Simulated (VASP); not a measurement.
# Ba2BiSb2: Sb into a neighbouring Sb vacancy, part 4 of 4

Wanted: the minimum-energy path in Ba2BiSb2 for this move: Sb into a neighbouring Sb vacancy. The start is a cell from a database of measured crystal structures.

VASP 6.6.1; PBEsol; plane waves and PAW (Bi, Ba_sv, Sb).

So far. Step 3 (Relax the start): The run ended after 11 ionic steps, 0.056 eV below its first step, once the forces on the free atoms met EDIFFG = -0.05. Step 4 (Relax the end): The run ended after 12 ionic steps, 0.054 eV below its first step, once the forces on the free atoms met EDIFFG = -0.05.

### 5. Nudged elastic band

Images on a straight line between the ends relax across the path, while springs keep them spaced along it.

File INCAR:

```
SYSTEM = Ba8Bi4Sb7
PREC = Normal
ENCUT = 280
EDIFF = 1E-05
NELM = 120
ISMEAR = 1
SIGMA = 0.15
LREAL = Auto
ALGO = Fast
GGA = PS
NBANDS = 86
LWAVE = .FALSE.
LCHARG = .FALSE.
LASPH = .TRUE.
IMAGES = 3
SPRING = -5
IBRION = 3
POTIM = 0.15
NSW = 60
EDIFFG = -0.05
ISYM = 0
ISIF = 0
SMASS = 1
```

File POSCAR:

```
Ba8Bi4Sb7
1.0
    0.0000000000      0.0000000000      9.9911598862
    4.7842642784     -7.4841129910      0.0000000000
    4.7842642784      7.4841129910     -9.9911598862
Bi Ba Sb
4 8 7
Direct
    0.9998568829      0.9976550916      0.9995170767
    0.9955099364      0.0048251138      0.4951695211
    0.5006463973      0.4992738049      0.0003457369
    0.5019679460      0.5080010014      0.5022675872
    0.5325420603      0.2505908270      0.2494175286
    0.5358975971      0.2503563997      0.7557546929
    0.0286675300      0.7434216966      0.2483760206
    0.0291721930      0.7507285315      0.7511976943
    0.4690964697      0.7438383045      0.2483386208
    0.4714518641      0.7497121378      0.7494985743
    0.9658873280      0.2502083428      0.2482684338
    0.9760862132      0.2510239026      0.7558553052
    0.3987735554      0.1016460181      0.8991542974
    0.9013877879      0.6031309464      0.4008782015
    0.8983698414      0.6015610896      0.8982725958
    0.5985929049      0.8955469300      0.0982177378
    0.5883139664      0.9066410748      0.5887655086
    0.1064676618      0.3913576667      0.1057314676
    0.1014247090      0.3995334301      0.6013430390
```

File KPOINTS:

```
Automatic mesh
0
Gamma
3 3 3
0 0 0
```

File 00/POSCAR:

```
Ba8Bi4Sb7
1.0
    0.0000000000      0.0000000000      9.9911598862
    4.7842642784     -7.4841129910      0.0000000000
    4.7842642784      7.4841129910     -9.9911598862
Bi Ba Sb
4 8 7
Direct
    0.9998568829      0.9976550916      0.9995170767
    0.9955099364      0.0048251138      0.4951695211
    0.5006463973      0.4992738049      0.0003457369
    0.5019679460      0.5080010014      0.5022675872
    0.5325420603      0.2505908270      0.2494175286
    0.5358975971      0.2503563997      0.7557546929
    0.0286675300      0.7434216966      0.2483760206
    0.0291721930      0.7507285315      0.7511976943
    0.4690964697      0.7438383045      0.2483386208
    0.4714518641      0.7497121378      0.7494985743
    0.9658873280      0.2502083428      0.2482684338
    0.9760862132      0.2510239026      0.7558553052
    0.3987735554      0.1016460181      0.8991542974
    0.9013877879      0.6031309464      0.4008782015
    0.8983698414      0.6015610896      0.8982725958
    0.5985929049      0.8955469300      0.0982177378
    0.5883139664      0.9066410748      0.5887655086
    0.1064676618      0.3913576667      0.1057314676
    0.1014247090      0.3995334301      0.6013430390
```

File 01/POSCAR:

```
Ba8Bi4Sb7
1.0
    0.0000000000      0.0000000000      9.9911598862
    4.7842642784     -7.4841129910      0.0000000000
    4.7842642784      7.4841129910     -9.9911598862
Bi Ba Sb
4 8 7
Direct
    0.9994934102      0.9989869581      0.9995669022
    0.9979126775      0.0026689027      0.4977105618
    0.5002296912      0.5000073168      0.0002485113
    0.5007594200      0.5036596921      0.5011487303
    0.5310688828      0.2504059622      0.2492626122
    0.5348876514      0.2520978121      0.7549650557
    0.0273749170      0.7451800773      0.2474815145
    0.0300644208      0.7504460407      0.7511639617
    0.4677953076      0.7451799291      0.2474078038
    0.4700200418      0.7496262535      0.7496042564
    0.9671887092      0.2500200867      0.2486592056
    0.9748587300      0.2524471553      0.7549902996
    0.3991812027      0.1022750790      0.8996694042
    0.9007125839      0.6025608910      0.4004811129
    0.8970658852      0.6037661176      0.8973892336
    0.5991884423      0.8966541412      0.0991627522
    0.5439333500      0.9533440931      0.5443479919
    0.1052726171      0.3931470860      0.1049102182
    0.1004918890      0.3987012013      0.6008109325
```

File 02/POSCAR:

```
Ba8Bi4Sb7
1.0
    0.0000000000      0.0000000000      9.9911598862
    4.7842642784     -7.4841129910      0.0000000000
    4.7842642784      7.4841129910     -9.9911598862
Bi Ba Sb
4 8 7
Direct
    0.9991299376      1.0003188245      0.9996167278
    1.0003154186      0.0005126916      0.5002516024
    0.4998129850      0.5007408286      0.0001512856
    0.4995508939      0.4993183828      0.5000298734
    0.5295957054      0.2502210974      0.2491076958
    0.5338777057      0.2538392244      0.7541754186
    0.0260823040      0.7469384580      0.2465870084
    0.0309566486      0.7501635500      0.7511302292
    0.4664941456      0.7465215538      0.2464769867
    0.4685882196      0.7495403692      0.7497099385
    0.9684900904      0.2498318306      0.2490499773
    0.9736312469      0.2538704080      0.7541252941
    0.3995888501      0.1029041399      0.9001845110
    0.9000373798      0.6019908355      0.4000840242
    0.8957619290      0.6059711456      0.8965058713
    0.5997839796      0.8977613523      0.1001077666
    0.4995527337      1.0000471114      0.4999304752
    0.1040775724      0.3949365052      0.1040889688
    0.0995590690      0.3978689725      0.6002788260
```

File 03/POSCAR:

```
Ba8Bi4Sb7
1.0
    0.0000000000      0.0000000000      9.9911598862
    4.7842642784     -7.4841129910      0.0000000000
    4.7842642784      7.4841129910     -9.9911598862
Bi Ba Sb
4 8 7
Direct
    0.9987664649      1.0016506910      0.9996665534
    1.0027181598     -0.0016435196      0.5027926431
    0.4993962788      0.5014743405      0.0000540600
    0.4983423678      0.4949770735      0.4989110166
    0.5281225279      0.2500362325      0.2489527793
    0.5328677600      0.2555806368      0.7533857814
    0.0247896911      0.7486968386      0.2456925023
    0.0318488763      0.7498810592      0.7510964966
    0.4651929836      0.7478631784      0.2455461696
    0.4671563973      0.7494544849      0.7498156206
    0.9697914717      0.2496435745      0.2494407490
    0.9724037638      0.2552936606      0.7532602886
    0.3999964974      0.1035332008      0.9006996177
    0.8993621758      0.6014207800      0.3996869356
    0.8944579727      0.6081761737      0.8956225090
    0.6003795170      0.8988685634      0.1010527809
    0.4551721174      1.0467501297      0.4555129586
    0.1028825277      0.3967259245      0.1032677193
    0.0986262490      0.3970367437      0.5997467195
```

File 04/POSCAR:

```
Ba8Bi4Sb7
1.0
    0.0000000000      0.0000000000      9.9911598862
    4.7842642784     -7.4841129910      0.0000000000
    4.7842642784      7.4841129910     -9.9911598862
Bi Ba Sb
4 8 7
Direct
    0.9984029922      1.0029825575      0.9997163789
    1.0051209009     -0.0037997307      0.5053336838
    0.4989795727      0.5022078524     -0.0000431657
    0.4971338418      0.4906357642      0.4977921597
    0.5266493505      0.2498513677      0.2487978629
    0.5318578143      0.2573220491      0.7525961443
    0.0234970781      0.7504552193      0.2447979962
    0.0327411041      0.7495985684      0.7510627640
    0.4638918215      0.7492048030      0.2446153526
    0.4657245750      0.7493686006      0.7499213027
    0.9710928529      0.2494553184      0.2498315208
    0.9711762806      0.2567169133      0.7523952830
    0.4004041448      0.1041622617      0.9012147245
    0.8986869718      0.6008507246      0.3992898470
    0.8931540165      0.6103812017      0.8947391468
    0.6009750544      0.8999757746      0.1019977953
    0.4107915010      1.0934531480      0.4110954419
    0.1016874830      0.3985153438      0.1024464699
    0.0976934290      0.3962045149      0.5992146130
```

PAW data sets: Bi, Ba_sv and Sb (PBE family, release 64).

Command:

```
$ mpirun -np 3 vasp_std
```

The log of the run:

```text
[banner, memory and clock lines left out]
running    3 mpi-ranks, on    1 nodes
 each image running on    1 cores
 distrk:  each k-point on    1 cores,    1 groups
 distr:  one band on    1 cores,    1 groups

 POSCAR found type information on POSCAR BiBaSb
 01/POSCAR found :  3 types and      19 ions
 [... a notice as in an earlier step ...]

 LDA part: xc-table for (Slater+PW92), standard interpolation
 POSCAR found type information on POSCAR BiBaSb
 00/POSCAR found :  3 types and      19 ions
 POSCAR found type information on POSCAR BiBaSb
 04/POSCAR found :  3 types and      19 ions
 POSCAR, INCAR and KPOINTS ok, starting setup
 FFT: planning ... GRIDC
 FFT: planning ... GRID_SOFT
 FFT: planning ... GRID
 WAVECAR not read
 entering main loop
       N       E                     dE             d eps       ncg     rms          rms(c)
DAV:   1     0.734749230520E+03    0.73475E+03   -0.36966E+04  2408   0.793E+02
DAV:   2    -0.762505068558E+01   -0.74237E+03   -0.72435E+03  3064   0.205E+02
DAV:   3    -0.794446650228E+02   -0.71820E+02   -0.71037E+02  3024   0.670E+01
DAV:   4    -0.826991445139E+02   -0.32545E+01   -0.32465E+01  3640   0.133E+01
DAV:   5    -0.827801692903E+02   -0.81025E-01   -0.80996E-01  3112   0.214E+00    0.115E+01
RMM:   6    -0.819540124538E+02    0.82616E+00   -0.12178E+00  2412   0.191E+00    0.678E+00
RMM:   7    -0.818445890339E+02    0.10942E+00   -0.12797E+00  2656   0.214E+00    0.120E+00
RMM:   8    -0.818269422841E+02    0.17647E-01   -0.21468E-01  2841   0.104E+00    0.423E-01
RMM:   9    -0.818311131944E+02   -0.41709E-02   -0.62542E-02  3742   0.450E-01    0.335E-01
RMM:  10    -0.818314327320E+02   -0.31954E-03   -0.11153E-02  3594   0.173E-01    0.176E-01
RMM:  11    -0.818317669623E+02   -0.33423E-03   -0.41581E-03  3243   0.125E-01    0.371E-02
RMM:  12    -0.818318213328E+02   -0.54370E-04   -0.17675E-03  3675   0.681E-02    0.255E-02
RMM:  13    -0.818318785187E+02   -0.57186E-04   -0.59828E-04  3321   0.396E-02    0.133E-02
WARNING in EDDRMM: call to ZHEGV failed, returncode =   8  4     51
WARNING in EDDRMM: call to ZHEGV failed, returncode =   6  3     66
WARNING in EDDRMM: call to ZHEGV failed, returncode =   8  4     51
RMM:  14    -0.818319018834E+02   -0.23365E-04   -0.25272E-04  2725   0.235E-02    0.686E-03
RMM:  15    -0.818319077132E+02   -0.58298E-05   -0.92033E-05  2482   0.150E-02
   1 F= -.81831908E+02 E0= -.81831804E+02  d E =-.818319E+02
damped:  g(F)=  0.224E-01 g(S)=  0.000E+00 dE (1.order)=-0.299E-01
 bond charge predicted
       N       E                     dE             d eps       ncg     rms          rms(c)
DAV:   1    -0.818393937235E+02   -0.74918E-02   -0.22134E-01  2896   0.109E+00    0.103E-01
RMM:   2    -0.818399365803E+02   -0.54286E-03   -0.73595E-03  2480   0.231E-01    0.333E-02
RMM:   3    -0.818400259164E+02   -0.89336E-04   -0.12342E-03  3668   0.856E-02    0.235E-02
RMM:   4    -0.818400373126E+02   -0.11396E-04   -0.20714E-04  3600   0.314E-02    0.121E-02
RMM:   5    -0.818400483994E+02   -0.11087E-04   -0.13077E-04  2193   0.180E-02    0.237E-03
RMM:   6    -0.818400475015E+02    0.89790E-06   -0.22409E-05  1651   0.933E-03
   2 F= -.81840048E+02 E0= -.81839864E+02  d E =-.813979E-02
[... from here on, the cycles between the ionic steps are left out ...]
   3 F= -.81849794E+02 E0= -.81849502E+02  d E =-.974650E-02
   4 F= -.81859095E+02 E0= -.81858690E+02  d E =-.930128E-02
   5 F= -.81867386E+02 E0= -.81866878E+02  d E =-.829116E-02
   6 F= -.81874664E+02 E0= -.81874065E+02  d E =-.727788E-02
[...]
WARNING in EDDRMM: call to ZHEGV failed, returncode =   6  3     58
WARNING in EDDRMM: call to ZHEGV failed, returncode =   6  3     44
   7 F= -.81881103E+02 E0= -.81880430E+02  d E =-.643853E-02
   8 F= -.81886859E+02 E0= -.81886127E+02  d E =-.575658E-02
   9 F= -.81892037E+02 E0= -.81891259E+02  d E =-.517772E-02
  10 F= -.81896753E+02 E0= -.81895938E+02  d E =-.471613E-02
  11 F= -.81901088E+02 E0= -.81900247E+02  d E =-.433467E-02
  12 F= -.81905086E+02 E0= -.81904226E+02  d E =-.399756E-02
[...]
WARNING in EDDRMM: call to ZHEGV failed, returncode =   6  3     57
  13 F= -.81908785E+02 E0= -.81907911E+02  d E =-.369988E-02
  14 F= -.81912208E+02 E0= -.81911319E+02  d E =-.342244E-02
  15 F= -.81915372E+02 E0= -.81914469E+02  d E =-.316447E-02
  16 F= -.81918341E+02 E0= -.81917422E+02  d E =-.296851E-02
  17 F= -.81921115E+02 E0= -.81920179E+02  d E =-.277371E-02
[...]
WARNING in EDDRMM: call to ZHEGV failed, returncode =   8  4     68
  18 F= -.81923708E+02 E0= -.81922756E+02  d E =-.259380E-02
  19 F= -.81926149E+02 E0= -.81925188E+02  d E =-.244084E-02
[...]
WARNING in EDDRMM: call to ZHEGV failed, returncode =   6  3     42
  20 F= -.81928439E+02 E0= -.81927474E+02  d E =-.229009E-02
  21 F= -.81930604E+02 E0= -.81929636E+02  d E =-.216458E-02
  22 F= -.81932641E+02 E0= -.81931669E+02  d E =-.203675E-02
  23 F= -.81934575E+02 E0= -.81933602E+02  d E =-.193405E-02
  24 F= -.81936429E+02 E0= -.81935454E+02  d E =-.185454E-02
  25 F= -.81938221E+02 E0= -.81937243E+02  d E =-.179144E-02
  26 F= -.81939942E+02 E0= -.81938958E+02  d E =-.172173E-02
  27 F= -.81941579E+02 E0= -.81940589E+02  d E =-.163691E-02
  28 F= -.81943113E+02 E0= -.81942115E+02  d E =-.153415E-02
  29 F= -.81944539E+02 E0= -.81943537E+02  d E =-.142519E-02
  30 F= -.81945873E+02 E0= -.81944866E+02  d E =-.133424E-02
  31 F= -.81947128E+02 E0= -.81946115E+02  d E =-.125527E-02
  32 F= -.81948303E+02 E0= -.81947285E+02  d E =-.117451E-02
  33 F= -.81949399E+02 E0= -.81948376E+02  d E =-.109601E-02
  34 F= -.81950446E+02 E0= -.81949419E+02  d E =-.104761E-02
  35 F= -.81951446E+02 E0= -.81950414E+02  d E =-.100021E-02
  36 F= -.81952410E+02 E0= -.81951371E+02  d E =-.963181E-03
  37 F= -.81953327E+02 E0= -.81952280E+02  d E =-.917267E-03
  38 F= -.81954190E+02 E0= -.81953132E+02  d E =-.863470E-03
  39 F= -.81955019E+02 E0= -.81953950E+02  d E =-.828285E-03
  40 F= -.81955814E+02 E0= -.81954732E+02  d E =-.795791E-03
  41 F= -.81956581E+02 E0= -.81955488E+02  d E =-.766506E-03
  42 F= -.81957315E+02 E0= -.81956208E+02  d E =-.733633E-03
  43 F= -.81958002E+02 E0= -.81956880E+02  d E =-.687357E-03
  44 F= -.81958652E+02 E0= -.81957514E+02  d E =-.650511E-03
  45 F= -.81959269E+02 E0= -.81958115E+02  d E =-.616480E-03
  46 F= -.81959848E+02 E0= -.81958681E+02  d E =-.579217E-03
  47 F= -.81960385E+02 E0= -.81959205E+02  d E =-.536780E-03
  48 F= -.81960884E+02 E0= -.81959692E+02  d E =-.498939E-03
  49 F= -.81961349E+02 E0= -.81960146E+02  d E =-.465485E-03
  50 F= -.81961785E+02 E0= -.81960572E+02  d E =-.435505E-03
  51 F= -.81962199E+02 E0= -.81960976E+02  d E =-.414276E-03
  52 F= -.81962593E+02 E0= -.81961367E+02  d E =-.394338E-03
  53 F= -.81962957E+02 E0= -.81961727E+02  d E =-.363396E-03
  54 F= -.81963300E+02 E0= -.81962066E+02  d E =-.343610E-03
  55 F= -.81963626E+02 E0= -.81962387E+02  d E =-.325354E-03
  56 F= -.81963935E+02 E0= -.81962694E+02  d E =-.309023E-03
damped:  g(F)=  0.481E-03 g(S)=  0.000E+00 dE (1.order)=-0.974E-03
 bond charge predicted
       N       E                     dE             d eps       ncg     rms          rms(c)
DAV:   1    -0.819641977272E+02   -0.26800E-03   -0.96766E-03  2468   0.232E-01    0.204E-02
RMM:   2    -0.819642231897E+02   -0.25462E-04   -0.31768E-04  2421   0.494E-02    0.710E-03
RMM:   3    -0.819642281024E+02   -0.49128E-05   -0.61334E-05  2249   0.185E-02
  57 F= -.81964228E+02 E0= -.81962985E+02  d E =-.293270E-03
damped:  g(F)=  0.464E-03 g(S)=  0.000E+00 dE (1.order)=-0.936E-03
 reached required accuracy - stopping structural energy minimisation
```

Run time: 60 min. Hardware: 3 MPI ranks of Intel Xeon 6975P-C (Granite Rapids), shared host; peak memory 1.4 GiB; 2.6 h of CPU time.

From OUTCAR (step 5):

```text
   NELECT =     135.0000    total number of electrons

  tangential force (eV/A)        -0.236246
  left and right image   0.752101  0.753327 A

  tangential force (eV/A)        -0.239119
  left and right image   0.753077  0.754288 A

 E-fermi :   4.1540

 k-point     1 :       0.0000    0.0000    0.0000
  band No.  band energies     occupation
    ...
     64       3.4154      2.00000
     65       3.4249      2.00000
     66       3.7112      2.00024
     67       3.7903      2.00322
     68       4.0673      1.81959
     69       4.3250     -0.06844
     70       4.4291     -0.02631
     71       4.6482     -0.00003
     72       4.8988     -0.00000
     73       4.9471     -0.00000
    ...

 POSITION                                       TOTAL-FORCE (eV/Angst)
 -----------------------------------------------------------------------------------
      9.55056     -0.03478     -0.00317        -0.002046     -0.010380      0.000111
      2.39069      3.68519      4.99264         0.000778     -0.033702      0.000600
      2.39461     -3.73242      4.99230         0.000643     -0.007434      0.001194
      4.79847     -0.03954     -0.00228         0.005236     -0.016946     -0.000277
      2.39167      0.08595      2.75299         0.000483     -0.014921      0.017238
      4.88783      3.72477     -2.18907        -0.005751     -0.009018      0.003523
      4.68630     -3.75561     -2.18561         0.005060     -0.009949      0.004699
      7.17799     -0.18862     -7.27843         0.000438     -0.021007      0.007210
      4.68623     -3.75723      2.17983         0.005034     -0.009820     -0.001956
      7.17769     -0.18928     -2.71767        -0.000871     -0.020243     -0.006760
      2.39343      0.08577      7.23229        -0.000973     -0.015804     -0.016788
      4.88822      3.72503      2.18379        -0.004803     -0.008934     -0.003272
      4.83952      5.96497     -4.99784         0.000877     -0.014054     -0.003785
      4.74330     -1.51893      4.99094        -0.006562     -0.010794      0.001869
      7.17404      2.08780     -0.00239         0.002101     -0.005835     -0.000919
      4.71849     -6.00154      4.99526        -0.010105     -0.011274      0.000076
      7.18463     -3.00771     -0.00128        -0.003205      0.244252     -0.002303
      2.39107     -2.14167     -0.00292        -0.003016     -0.007951      0.001656
      4.83481      1.48317     -4.99908         0.016682     -0.016185     -0.002116
 -----------------------------------------------------------------------------------
    total drift:                               -0.025184     -0.039632      0.005817

  FREE ENERGIE OF THE ION-ELECTRON SYSTEM (eV)
  ---------------------------------------------------
  free  energy   TOTEN  =       -81.9642281024 eV

  energy  without entropy=      -81.9604990716  energy(sigma->0) =      -81.96298509

  tangential force (eV/A)        -0.239152
  left and right image   0.754045  0.755239 A

[... 6 parts as in an earlier step ...]

[... 8 further parts left out ...]
```

The path, image by image:

```csv
image,path (A),energy (eV),"Sb17: x, y, z (Å)"
0,0.000,0.0000,"7.154, -2.379, -0.005"
1,0.754,0.0733,"7.185, -3.008, -0.001"
2,1.509,0.2267,"7.177, -3.743, -0.004"
3,2.265,0.0730,"7.171, -4.478, -0.003"
4,3.019,-0.0017,"7.198, -5.107, -0.003"
```

This step gave:

```yaml
electronic_cycles: 264
path_length: 3.019 Å
barrier: 0.2267 eV
barrier_in_the_reverse_direction: 0.2283 eV
barrier_from_a_spline_through_the_images: 0.2267 eV
reaction_energy: -0.001658 eV
```

What the program prints for this run, and its count of cycles, belong to image 1; the force that counts for the threshold is the band's, across the path.

### 6. Results

| Property | Result |
| --- | --- |
| hop | Sb into a neighbouring Sb vacancy |
| barrier | 0.227 eV |
| barrier in the reverse direction | 0.228 eV |
| barrier from a spline through the images | 0.227 eV |
| reaction energy | -0.00166 eV |
| path length | 3.02 Å |

What this shows: The barrier is 0.23 eV forwards and 0.23 eV backwards. With an attempt frequency of 10¹³ per second, taken as a typical value, this barrier gives about 10^9 hops a second at 300 K. Both ends are alike and an image sits at the midpoint, which is the saddle if the path is symmetric. The band met its force threshold after 57 steps. Cell and mesh are small and were not tested. The band started on a straight line, so other routes may lie lower.

[Lines on the potential files, build, host, timing and source positions are cut from VASP's logs without a mark.]

[Logs are printed without paths, hosts, clocks, repeated set-up lines and the standing remarks that a program may print on its own settings, such as how far it seeks lower states.]

[Hosts, paths, dates, database ids (printed as entryN), source tags and the programs' standing remarks are cut or masked in the printed files.]

[Runs that stopped without an error message from VASP are left out.]
